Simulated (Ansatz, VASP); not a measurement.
**Sb (Antimony): VASP beside Ansatz**

Wanted: the spread between two codes on one cell, functional and k mesh. The cell is taken from a series of runs on this material, whose earlier steps may have relaxed, scaled, displaced or heated it; both programs get it as it stands.

Main program and level: Ansatz 0.2.0; plane waves, with VASP 6.6.1 beside it; zone-centre phonons at PBE.

## 1. The structure

It takes space group R-3m (No. 166, trigonal). The conventional cell has a = 4.384 Å, b = 4.384 Å, c = 11.663 Å, α = 90.00°, β = 90.00°, γ = 120.00°. Sb has 3 Sb at 2.95 Å nearest.

As a file:

```cif
data_structure
_symmetry_space_group_name_H-M 'R-3m:H'
_symmetry_Int_Tables_number 166
_cell_length_a 4.3837
_cell_length_b 4.3837
_cell_length_c 11.6627
_cell_angle_alpha 90.000
_cell_angle_beta 90.000
_cell_angle_gamma 120.000
_cell_volume 194.09
loop_
_atom_site_label
_atom_site_type_symbol
_atom_site_symmetry_multiplicity
_atom_site_Wyckoff_symbol
_atom_site_fract_x
_atom_site_fract_y
_atom_site_fract_z
_atom_site_occupancy
Sb1 Sb 6 c 0.33333 0.66667 0.89859 1
```

## 2. VASP: zone-centre phonons, PBE

Second derivatives magnify differences that forces hide, and they need a tight electronic threshold.

Lines of VASP's logs that name or quote its potential files are left out, and so is its time.

Input file INCAR:

```
SYSTEM = Sb
PREC = Accurate
ENCUT = 500
EDIFF = 1E-08
NELM = 120
ISMEAR = 1
SIGMA = 0.2
LREAL = .FALSE.
ALGO = Normal
GGA = PE
NBANDS = 11
LORBIT = 11
LWAVE = .FALSE.
LCHARG = .FALSE.
ISIF = 2
IBRION = 8
LASPH = .TRUE.
GGA_COMPAT = .FALSE.
KPAR = 2
```

Input file POSCAR:

```
Sb
1.0
    2.1918560451      1.2654686777      3.8875557321
   -2.1918560451      1.2654686777      3.8875557321
    0.0000000000     -2.5309373554      3.8875557321
Sb
2
Direct
    0.2319218729      0.2319218729      0.2319218729
    0.7680781271      0.7680781271      0.7680781271
```

Input file KPOINTS:

```
Automatic mesh
0
Gamma
15 15 15
0 0 0
```

Potentials, in the order of the species: Sb (PBE family, release 64).

The run is started by

```bash
$ mpirun -np 2 vasp_std
```

Numbers of over 12 decimals in the logs are rounded to 6 here.

Output:

```text
[banner, memory and clock lines left out]
running    2 mpi-ranks, on    1 nodes
 distrk:  each k-point on    1 cores,    2 groups
 distr:  one band on    1 cores,    1 groups

 POSCAR found type information on POSCAR Sb
 POSCAR found :  1 types and       2 ions
 LDA part: xc-table for (Slater+PW92), standard interpolation
 POSCAR, INCAR and KPOINTS ok, starting setup
 FFT: planning ... GRIDC
 FFT: planning ... GRID_SOFT
 FFT: planning ... GRID
 WAVECAR not read
 entering main loop
       N       E                     dE             d eps       ncg     rms          rms(c)
DAV:   1     0.351417270852E+02    0.35142E+02   -0.34784E+03  7568   0.687E+02
DAV:   2    -0.632654262123E+01   -0.41468E+02   -0.40186E+02 10025   0.109E+02
DAV:   3    -0.825342251940E+01   -0.19269E+01   -0.19137E+01  9160   0.269E+01
DAV:   4    -0.827119726718E+01   -0.17775E-01   -0.17769E-01  8592   0.309E+00
DAV:   5    -0.827142643232E+01   -0.22917E-03   -0.22916E-03  8796   0.389E-01    0.277E+00
DAV:   6    -0.827065452092E+01    0.77191E-03   -0.29124E-03  8534   0.381E-01    0.167E+00
DAV:   7    -0.827030971947E+01    0.34480E-03   -0.68549E-03  8276   0.580E-01    0.851E-02
DAV:   8    -0.827042913418E+01   -0.11941E-03   -0.27433E-04  8759   0.104E-01    0.279E-02
DAV:   9    -0.827046591455E+01   -0.36780E-04   -0.57089E-05  8237   0.483E-02    0.605E-03
DAV:  10    -0.827046644193E+01   -0.52738E-06   -0.75002E-06  8887   0.150E-02    0.188E-03
DAV:  11    -0.827046646517E+01   -0.23243E-07   -0.60942E-07  8399   0.543E-03    0.116E-03
DAV:  12    -0.827046675364E+01   -0.28847E-06   -0.98690E-08  8519   0.184E-03    0.215E-04
DAV:  13    -0.827046679747E+01   -0.43827E-07   -0.84512E-09  6014   0.581E-04    0.552E-05
DAV:  14    -0.827046678811E+01    0.93602E-08   -0.95059E-10  4255   0.236E-04
   1 F= -.82704668E+01 E0= -.82712426E+01  d E =0.232749E-02
 Linear response reoptimize wavefunctions to high precision
DAV:   1    -0.827046678748E+01    0.62846E-09   -0.11323E-10  5020   0.880E-05
DAV:   2    -0.827046678749E+01   -0.10459E-10   -0.18604E-11  4108   0.357E-05
 Linear response DOF=           2
 Linear response progress:
  Degree of freedom:   1/  2
       N       E                     dE             d eps       ncg     rms          rms(c)
RMM:   1    -0.250271651648E-01   -0.25027E-01    0.27097E-02 75164   0.113E+00
RMM:   2    -0.247990457940E-01    0.22812E-03   -0.15141E-03 58441   0.229E-01    0.438E-02
RMM:   3    -0.247855080197E-01    0.13538E-04   -0.37543E-05 62141   0.395E-02    0.264E-02
RMM:   4    -0.248086993822E-01   -0.23191E-04   -0.14878E-05 61615   0.220E-02    0.241E-03
RMM:   5    -0.248182849656E-01   -0.95856E-05   -0.12987E-06 63581   0.372E-03    0.100E-03
RMM:   6    -0.248210898423E-01   -0.28049E-05   -0.22145E-07 63210   0.109E-03    0.333E-04
RMM:   7    -0.248205076978E-01    0.58214E-06    0.76838E-08 63997   0.368E-04    0.664E-05
RMM:   8    -0.248203763040E-01    0.13139E-06   -0.18531E-08 65292   0.919E-05    0.155E-05
RMM:   9    -0.248203925067E-01   -0.16203E-07   -0.21164E-08 64923   0.329E-05    0.213E-06
RMM:  10    -0.248203795922E-01    0.12915E-07   -0.59731E-09 67303   0.900E-06    0.110E-06
RMM:  11    -0.248203827383E-01   -0.31460E-08   -0.21440E-09 56008   0.659E-06    0.129E-07
 first order change of Fermi-energy   0.16221E-04
 force on displaced ion       1 direction 1 :  -2.749  -0.000   0.000
 Linear response progress:
  Degree of freedom:   2/  2
       N       E                     dE             d eps       ncg     rms          rms(c)
RMM:   1    -0.261386551895E-01   -0.26139E-01    0.24928E-02 14930   0.114E+00
RMM:   2    -0.254801321307E-01    0.65852E-03   -0.14376E-03 11773   0.229E-01    0.468E-02
RMM:   3    -0.253373612920E-01    0.14277E-03   -0.51284E-05 12596   0.445E-02    0.287E-02
RMM:   4    -0.252226396900E-01    0.11472E-03   -0.35261E-05 12295   0.288E-02    0.806E-03
RMM:   5    -0.252275117557E-01   -0.48721E-05   -0.87929E-07 12800   0.615E-03    0.314E-03
RMM:   6    -0.252304484298E-01   -0.29367E-05   -0.83868E-08 12809   0.158E-03    0.629E-04
RMM:   7    -0.252298498886E-01    0.59854E-06   -0.18271E-09 13009   0.384E-04    0.284E-04
RMM:   8    -0.252299030189E-01   -0.53130E-07    0.52464E-10 12884   0.182E-04    0.612E-05
RMM:   9    -0.252299141709E-01   -0.11152E-07   -0.36630E-10 13274   0.415E-05    0.137E-05
RMM:  10    -0.252299226665E-01   -0.84957E-08   -0.61222E-10 12730   0.368E-05    0.649E-06
 first order change of Fermi-energy   0.48852E+00
 force on displaced ion       1 direction 3 :   0.000   0.000  -5.114
 Linear response finished
```

Parts of OUTCAR (step 2):

```text
ion  position               nearest neighbor table
   1  0.232  0.232  0.232-   2 2.95   2 2.95   2 2.95   2 3.46   2 3.46   2 3.46
   2  0.768  0.768  0.768-   1 2.95   1 2.95   1 2.95   1 3.46   1 3.46   1 3.46

  LATTYP: Found a trigonal (rhomboedric) cell.
 ALAT       =     4.6388288896
 COS(alpha) =     0.5534836723

 Subroutine GETGRP returns: Found 12 space group operations
 (whereof 12 operations were pure point group operations)

The static configuration has the point symmetry D_3d.

 Found    344 irreducible k-points:

   k-points           NKPTS =    344   k-points in BZ     NKDIM =    344   number of bands    NBANDS=     11

   dimension x,y,z NGX =    36 NGY =   36 NGZ =   36
   dimension x,y,z NGXF=    72 NGYF=   72 NGZF=   72

   ENCUT  =  500.0 eV  36.75 Ry    6.06 a.u.   8.46  8.46  8.46*2*pi/ulx,y,z

   NELECT =      10.0000    total number of electrons

 k-points in reciprocal lattice and weights: Automatic mesh
   0.00000000  0.00000000  0.00000000       0.000
   0.06666667  0.00000000 -0.00000000       0.002
   0.13333333 -0.00000000  0.00000000       0.002
   0.20000000 -0.00000000  0.00000000       0.002
   0.26666667 -0.00000000  0.00000000       0.002
   0.33333333 -0.00000000  0.00000000       0.002
   0.40000000  0.00000000  0.00000000       0.002
   0.46666667  0.00000000  0.00000000       0.002
   0.06666667  0.06666667 -0.00000000       0.002
[...]
0.46666667  0.46666667  0.46666667       0.001
  -0.46666667  0.46666667  0.46666667       0.002

 average (electrostatic) potential at core
       1 -86.6343       2 -86.6343

  Total       -0.1475137     -0.1475137     -0.1658143      0.0000000     -0.0000000      0.0000000
  in kB       -3.6530153     -3.6530153     -4.1062109      0.0000000     -0.0000000      0.0000000
  external PRESSURE =      -3.8040805 kB  Pullay stress =       0.0000000 kB

  energy-cutoff  :      500.00
  volume of cell :       64.70
      direct lattice vectors                 reciprocal lattice vectors
     2.191856045  1.265468678  3.887555732     0.228117171  0.131703510  0.085743680
    -2.191856045  1.265468678  3.887555732    -0.228117171  0.131703510  0.085743680
     0.000000000 -2.530937355  3.887555732     0.000000000 -0.263407020  0.085743680

 POSITION                                       TOTAL-FORCE (eV/Angst)
 -----------------------------------------------------------------------------------
      0.00000      0.00000      2.70483         0.000000     -0.000000      0.036874
      0.00000      0.00000      8.95784         0.000000      0.000000     -0.036874
 -----------------------------------------------------------------------------------
    total drift:                                0.000000      0.000000     -0.000000

 Eigenvectors and eigenvalues of the dynamical matrix
 ----------------------------------------------------

   1 f  =    4.531093 THz    28.469697 2PiTHz  151.140995 cm-1    18.739087 meV
             X         Y         Z           dx          dy          dz
      0.000000  0.000000  2.704828     0.000000    0.000000   -0.707107
      0.000000  0.000000  8.957840     0.000000    0.000000    0.707107

   2 f  =    3.321993 THz    20.872695 2PiTHz  110.809743 cm-1    13.738651 meV
             X         Y         Z           dx          dy          dz
      0.000000  0.000000  2.704828     0.000000   -0.707107    0.000000
      0.000000  0.000000  8.957840     0.000000    0.707107    0.000000

   3 f  =    3.321993 THz    20.872695 2PiTHz  110.809743 cm-1    13.738651 meV
             X         Y         Z           dx          dy          dz
      0.000000  0.000000  2.704828    -0.707107    0.000000    0.000000
      0.000000  0.000000  8.957840     0.707107    0.000000    0.000000

   4 f  =    0.000000 THz     0.000000 2PiTHz    0.000000 cm-1     0.000000 meV
             X         Y         Z           dx          dy          dz
      0.000000  0.000000  2.704828     0.707107    0.000000    0.000000
      0.000000  0.000000  8.957840     0.707107    0.000000    0.000000

   5 f  =    0.000000 THz     0.000000 2PiTHz    0.000000 cm-1     0.000000 meV
             X         Y         Z           dx          dy          dz
      0.000000  0.000000  2.704828     0.000000    0.707107    0.000000
      0.000000  0.000000  8.957840     0.000000    0.707107    0.000000

   6 f  =    0.000000 THz     0.000000 2PiTHz    0.000000 cm-1     0.000000 meV
             X         Y         Z           dx          dy          dz
      0.000000  0.000000  2.704828     0.000000    0.000000    0.707107
      0.000000  0.000000  8.957840     0.000000    0.000000    0.707107

 ELASTIC MODULI CONTR FROM IONIC RELAXATION (kBar)
 Direction    XX          YY          ZZ          XY          YZ          ZX
 --------------------------------------------------------------------------------
 XX        -113.6447    -48.5949   -145.7138     -0.0000     91.9499      0.0000
 YY         -48.5949   -113.6447   -145.7138     -0.0000    -91.9499      0.0000
 ZZ        -145.7138   -145.7138   -261.7428      0.0000      0.0000     -0.0000
 XY          -0.0000      0.0000      0.0000    -32.5249      0.0000     89.2401
 YZ          91.9499    -91.9499      0.0000      0.0000   -259.9478      0.0000
 ZX           0.0000      0.0000     -0.0000     89.2401      0.0000   -244.8522
 --------------------------------------------------------------------------------
```

## 3. Ansatz: zone-centre phonons, PBE

Ansatz runs on its default PAW (the set named soft_2) files.

The same cell, functional, mesh and smearing now go to Ansatz, which takes its cutoff from its data sets.

Input file input.yaml:

```yaml
crystal:
  lattice:
    - [2.1918560451, 1.2654686777, 3.8875557321]
    - [-2.1918560451, 1.2654686777, 3.8875557321]
    - [0.0, -2.5309373554, 3.8875557321]
  atoms:
    - { symbol: Sb, position: [0.2319218729, 0.2319218729, 0.2319218729] }
    - { symbol: Sb, position: [0.7680781271, 0.7680781271, 0.7680781271] }
kpoints:
  mp_grid: { grid: [15, 15, 15] }
hamiltonian:
  xc: pbe
scf:
  occupations: { method: methfessel_paxton, width: 0.2 }
output:
  eigenvalues: true
phonons:
  method: dfpt
```

The run is started by

```bash
$ ansatz run input.yaml --threads 8 --pin off --max-ram 14336MiB --backend cpu --events-out ev --progress --plain --runs-dir out
```

Output:

```text
Engine: ansatz 0.2.0, x86_64-unknown-linux-gnu
Pseudopotentials: kind: paw
Pseudopotential: Sb, paw, valence charge 15, recommended cutoff 420 eV (normal), Sb.paw.azcp
Functional definition: PBE
  parameter kappa = 0.804
  parameter beta = 0.066725
  exchange = pbe_x(kappa = kappa, mu = beta*pi^2/3)
  correlation = pbe_c(beta = beta)
Crystal: 2 atoms, lattice volume = 64.698 Å³
Basis set: ecut = 420 eV, 1297 PW (Γ), exchange–correlation on 64×64×64 points (8 copies of the dense FFT grid, shifted against one another)
Bands: 19, of which v1, the nominal top of the filled ones, is band 15 counted from 1 (14 counted from 0)
Symmetry: 12 space group operations
k-points: 904 of 3375 (irreducible under 2 space group operations, time reversal used)
Non-local potential: Sb, projectors of the file, l = 0: 2, l = 1: 2, l = 2: 2, l = 3: 2
PAW form: soft (Blöchl's): semilocal exchange-correlation on the pseudo side does not see the compensation charge
PAW one-centre angular grid: Sb, 590 points (default); XC on 64 Gauss nodes
Initial density: superposition of atomic densities (neutral atoms: chi_scale 0, normalization atom), corrected by the library's trained network
Initial wavefunctions: pseudopotential atomic-orbital guess
Functional: x = pbe(κ = 0.804, μ = 0.219515), c = pbe(β = 0.066725)
SCF iter   1: F=—  HF=-12968.976007 eV  |F-HF|=—  |Δ(HF+E_count)|=         —  Δρ=1.74e-3  dr2=2.15e-3  ethr=1.77e-3  ⟨swp⟩=5.7  Hψ=83571  notcnv=0
preconditioner: auto → Kerker (q_TF=auto, 2.400 Å⁻¹)  [metal: Δε(μ)=0.064 eV  Ē_g=8.363 eV  σ=0.200 eV  W_gap=0.26  n_scr=14 (ndim 8)  ℏωp=14.6 eV  f_vac=0.005  D(μ)=0.08/eV (n_scr^D=0)]
SCF iter   2: F=—  HF=-12968.974408 eV  |F-HF|=—  |Δ(HF+E_count)|=   1.60e-3  S|Δr|=    0.00e0  Δρ=9.70e-4  dr2=5.32e-4  ethr=7.15e-6  ⟨swp⟩=2.6  Hψ=38673  notcnv=0
SCF iter   3: F=—  HF=-12968.974534 eV  |F-HF|=—  |Δ(HF+E_count)|=   1.25e-4  S|Δr|=    0.00e0  Δρ=3.34e-4  dr2=6.80e-5  ethr=1.77e-6  ⟨swp⟩=3.0  Hψ=31081  notcnv=0
SCF iter   4: F=—  HF=-12968.974546 eV  |F-HF|=—  |Δ(HF+E_count)|=   1.22e-5  S|Δr|=    0.00e0  Δρ=1.19e-4  dr2=1.18e-5  ethr=2.27e-7  ⟨swp⟩=2.8  Hψ=28602  notcnv=0
SCF iter   5: F=—  HF=-12968.974551 eV  |F-HF|=—  |Δ(HF+E_count)|=   4.70e-6  S|Δr|=    0.00e0  Δρ=3.31e-5  dr2=1.49e-6  ethr=3.94e-8  ⟨swp⟩=3.0  Hψ=31075  notcnv=0
SCF iter   6: F=—  HF=-12968.974551 eV  |F-HF|=—  |Δ(HF+E_count)|=   5.47e-7  S|Δr|=    0.00e0  Δρ=1.40e-5  dr2=1.31e-7  ethr=4.95e-9  ⟨swp⟩=2.0  Hψ=21733  notcnv=0
SCF iter   7: F=—  HF=-12968.974551 eV  |F-HF|=—  |Δ(HF+E_count)|=   4.85e-8  S|Δr|=    0.00e0  Δρ=3.04e-6  dr2=7.94e-9  ethr=4.36e-10  ⟨swp⟩=2.0  Hψ=30753  notcnv=0
SCF iter   8: F=—  HF=-12968.974551 eV  |F-HF|=—  |Δ(HF+E_count)|=   4.01e-9  S|Δr|=    0.00e0  Δρ=9.09e-7  dr2=1.14e-9  ethr=2.65e-11  ⟨swp⟩=3.0  Hψ=31789  notcnv=0
SCF iter   9: F=—  HF=-12968.974551 eV  |F-HF|=—  |Δ(HF+E_count)|=  4.07e-10  S|Δr|=    0.00e0  Δρ=3.53e-7  dr2=1.32e-10  ethr=3.79e-12  ⟨swp⟩=2.0  Hψ=21702  notcnv=0
SCF iter  10: F=-12968.974551 eV  HF=-12968.974551 eV  |F-HF|=1.82e-12  |Δ(HF+E_count)|=  7.82e-11  S|Δr|=    0.00e0  Δρ=8.58e-8  dr2=5.66e-12  ethr=1.00e-12  ⟨swp⟩=5.0  Hψ=75462  notcnv=0
SCF 1 converged in 10 iterations: F = -12968.974551 eV  dr2 = 5.66e-12
  greatest PAW one-centre occupation: 0.996 electrons in one spin orbital (limit 2), on the Sb atom at site 1 (counted from 0), in its partial waves of l = 2
DFPT response loops at Γ: preconditioner auto → Kerker (q_TF=auto, 2.400 Å⁻¹) (partly filled bands, converged f_vac=0.006); β = 1.00, the filter's whole step (`scf.mixing.beta` (0.50) is not read by the response loops under this deck's `scf.mixing.preconditioner`; to damp them name `kerker` or `kerker_dos`, under which they read `scf.mixing.beta`, and type it under 1.00, their step now; both keys bind the ground state too); Broyden in place of MSR1
SCF converged after 10 iterations
Stability not checked: this state was not tested for a lower state beside it, because cold or Methfessel-Paxton smearing, or corrected tetrahedra, fill the levels in a way that the test cannot read (fill_not_monotonic; see scf.lower_state_search)
Free energy (F): -12968.974551 eV
Harris-Foulkes:  -12968.974551 eV  (|F-HF|=1.82e-12)
Internal energy: -12968.976856 eV  (E = F + TS)
E sigma→0 (E₀):  -12968.975127 eV
Entropy (-TS):   0.002305 eV (1.152 meV/atom)
Fermi energy:    9.071394 eV
Step filling:    the computed levels leave a gap of 0.0597 eV = 0.3 smearing widths at the electron count; against every level under it full and every level over it empty, smearing changes F+E_penalty+E_count by +0.504 meV and its σ→0 estimate by -0.072 meV
--- Per-component energies (eV) ---
  E_band       = -365.100053
  E_kinetic    = 412.459086
  E_local      = -3307.104806  (includes V_loc(G=0)·N_el)
  E_nonlocal   = 723.932269
  E_hartree    = 1492.612160
  E_xc         = -276.215992
  E_vxc        = -191.556612  (∫ρ·V_xc dr)
  E_paw        = -9150.223133  (= ΣΔE_a)
  E_vpaw       = -988.054273  (= ΣTr[D̂ρ^β])
  E_aug_tail   = -0.000003  (compensation charges beyond the density's cutoff)
  E_ewald      = -2864.436436
  E_smearing   = 0.002305  (= −TS)
  E_closure    = -0.000000  (closes the sum)
  Σ components = -12968.974551   (vs F -12968.974551, Δ=0.00e0)
--- Band table (eV; the first three rows and the last of 904) ---
  k-point 0: bands = [... 11 lower, 3.9250, 7.1304, 7.4258, 7.4258, 10.9792, 11.6188, 11.6188, 14.3787]
  k-point 1: bands = [... 11 lower, 3.7506, 7.1566, 7.4102, 7.4570, 10.9860, 11.4838, 11.5243, 14.0989]
  k-point 2: bands = [... 11 lower, 3.2876, 7.1702, 7.3687, 7.5844, 10.8964, 11.1687, 11.2589, 13.7793]
  k-point 903: bands = [... 11 lower, 0.4847, 7.1094, 7.6831, 8.8131, 9.3802, 9.6055, 10.7756, 15.6323]
--- Phonons (Γ-DFPT): 2 representative perturbations + reference, on 904 of 3375 k-points (Σ response iterations 6) ---
  k mesh reduced under 2 symmetry operations, with k and −k counted as one. Each operation leaves every solved perturbation unchanged. A smaller set is not used because it would not reduce the number of displacements times k-points to solve
  ASR residual: 3.666e-5 → 0.000e0 eV/Å²; symmetrization residual: 1.811e-5 eV/Å²
  ASR residual per site (eV/Å²): 3.67e-5 3.67e-5
  Γ frequencies (cm⁻¹): 0.00 0.00 0.00 109.49 109.49 149.83
  non-analytic LO–TO correction: not included (Born effective charges unavailable; polar crystals: no LO–TO splitting at Γ)
```

## 4. Differences

Known differences besides the potentials themselves: the data sets hold 30 valence electrons in Ansatz (on its default PAW (the set named soft_2) files) and 10 in VASP; the cutoff is 420 eV in Ansatz and 500 eV in VASP. Total energies have different zeros and are not compared.

Both answers:

| quantity | Ansatz | VASP | difference |
| --- | --- | --- | --- |
| optical mode 1 to 2 (cm⁻¹) | 109.5 | 110.8 | -1.19 % |
| optical mode 3 (cm⁻¹) | 149.8 | 151.1 | -0.87 % |

Modes are paired by rising frequency, not by their patterns, so a pair may set unlike modes beside each other; they are those without the splitting of longitudinal modes.

## 5. Summary of results

| Property | Result |
| --- | --- |
| r.m.s. difference of the optical zone-centre modes, each program's sorted by frequency (zone-centre phonons, PBE) | 1.3 cm⁻¹ |
| difference in optical mode 1 to 2 (zone-centre phonons, PBE) | -1.2 % |

In words: The r.m.s. difference of the optical zone-centre modes, each program's sorted by frequency is 1.3 cm⁻¹ (zone-centre phonons, PBE). The data sets hold unlike numbers of valence electrons (30 in Ansatz and 10 in VASP), so part of the differences comes from the potentials. Among the rows given in per cent, the largest difference of the zone-centre phonons, PBE pair is in optical mode 1 to 2, -1.2 %. Such differences can come from data sets, numerical settings and the points named under the comparisons, not from the functional's error against experiment.

[Lines on the potential files, build, host, timing and source positions are cut from VASP's logs without a mark.]

[Logs are printed without paths, hosts, clocks, repeated set-up lines and the standing remarks that a program may print on its own settings, such as how far it seeks lower states.]

[Hosts, paths, dates, database ids (printed as entryN), source tags and the programs' standing remarks are cut or masked in the printed files.]
